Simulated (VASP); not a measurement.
Here is the system:

```yaml
crystal:
  lattice:
    - [0.00000, 2.79779, 2.79779]
    - [2.79779, 0.00000, 2.79779]
    - [2.79779, 2.79779, 0.00000]
  atoms:
    - { symbol: Li, position: [0.25000, 0.25000, 0.25000] }
    - { symbol: Li, position: [0.75000, 0.75000, 0.75000] }
    - { symbol: S, position: [0.00000, 0.00000, 0.00000] }
```

The numbers are results of PBE GGA with D3 dispersion (zero damping), VASP's PBE PAW potentials (set 64) (plane waves; VASP 6.6.1), not measurements. Settings: 520 eV cut-off, 6×6×6 Γ-centred mesh, Gaussian smearing of 0.050 eV, potentials Li_sv S.

Q: What does the run give for the energy per atom (σ→0), band gap (on the k-mesh) with the smallest direct gap where there is one?

A: 
The band gap (on the k-mesh) comes out as 3.35 eV and the smallest direct gap (on the k-mesh) is 4.56 eV. The energy per atom (σ→0) is -4.186 eV/atom.

Only differences to runs with the same potentials and settings are physical.

The compound is Li2S in the antifluorite structure. It was relaxed first, which changed the volume by -6 %. The start is the result of an earlier pass.
